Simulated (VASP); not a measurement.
Consider the following.

```
AgI
1.0
    0.00000     3.21000     3.21000
    3.21000     0.00000     3.21000
    3.21000     3.21000     0.00000
Ag I
1 1
Direct
  0.00000   0.00000   0.00000
  0.25000   0.25000   0.25000
```

Method: PBE0 hybrid, VASP's PBE PAW potentials (set 64) (plane waves; VASP 6.6.1). Settings: 520 eV cut-off, 6×6×6 Γ-centred mesh, Gaussian smearing of 0.050 eV, potentials Ag I.

Unless said otherwise, spin-orbit coupling is left out, though it shifts the bands of the heavy elements here.

Question: Estimate the energy per atom (σ→0), pressure, band gap (on the k-mesh) with the smallest direct gap where there is one.

Answer: 
The band gap (on the k-mesh) is 3.12 eV. The smallest direct gap (on the k-mesh) comes out as 3.12 eV. The energy per atom (σ→0) is -3107 meV/atom and the pressure is 2.85 GPa.

The absolute energy has meaning only against runs of the same code, potentials and settings.

The compound is AgI in the zinc blende structure, whereas wurtzite is the usual form. This cell is one point of a volume scan, at 0.91 of the reference volume. The cell's shape comes from a PBE relaxation.
